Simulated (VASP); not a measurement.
OSZICAR of a VASP run on CuI (zinc blende):

**OSZICAR**
```
       N       E                     dE             d eps       ncg     rms          rms(c)
DAV:   1     0.108561379086E+03    0.10856E+03   -0.80273E+03   416   0.145E+03
DAV:   2     0.264454281512E+01   -0.10592E+03   -0.99758E+02   421   0.268E+02
DAV:   3    -0.547621683403E+01   -0.81208E+01   -0.80032E+01   556   0.858E+01
DAV:   4    -0.576333458481E+01   -0.28712E+00   -0.28697E+00   525   0.143E+01
DAV:   5    -0.577195144370E+01   -0.86169E-02   -0.86166E-02   592   0.258E+00    0.513E+00
DAV:   6    -0.569616217516E+01    0.75789E-01   -0.33778E+00   429   0.527E+01    0.336E+00
DAV:   7    -0.556052062337E+01    0.13564E+00   -0.76199E-01   461   0.312E+01    0.168E+00
DAV:   8    -0.556317037048E+01   -0.26497E-02   -0.47532E-02   627   0.374E+00    0.463E-01
DAV:   9    -0.556020213559E+01    0.29682E-02   -0.14927E-02   512   0.385E+00    0.133E-01
DAV:  10    -0.556037758592E+01   -0.17545E-03   -0.74214E-04   476   0.257E-01    0.559E-02
DAV:  11    -0.556041473056E+01   -0.37145E-04   -0.35277E-04   516   0.567E-01    0.312E-02
DAV:  12    -0.556041206798E+01    0.26626E-05   -0.30906E-05   654   0.115E-01    0.270E-02
DAV:  13    -0.556041069048E+01    0.13775E-05   -0.13511E-06   373   0.342E-02    0.172E-02
DAV:  14    -0.556041028151E+01    0.40896E-06   -0.11067E-05   639   0.904E-02    0.495E-03
DAV:  15    -0.556041043175E+01   -0.15023E-06   -0.11790E-06   280   0.843E-03
   1 F= -.55604104E+01 E0= -.55604104E+01  d E =-.102022E-11
```

### Question
Which electronic solver shows in the log?

### Answer
It is blocked Davidson (ALGO = Normal, or the opening steps of other solvers). The INCAR had ALGO = Normal.

### Question
Can the final energy be trusted as converged?

### Answer
Self-consistency was reached. It stopped with EDIFF = 1E-6, NELM = 100 (PBE GGA, plane waves, VASP's PBE PAW potentials (set 64)).

The compound is CuI in the zinc blende structure. It was relaxed first.
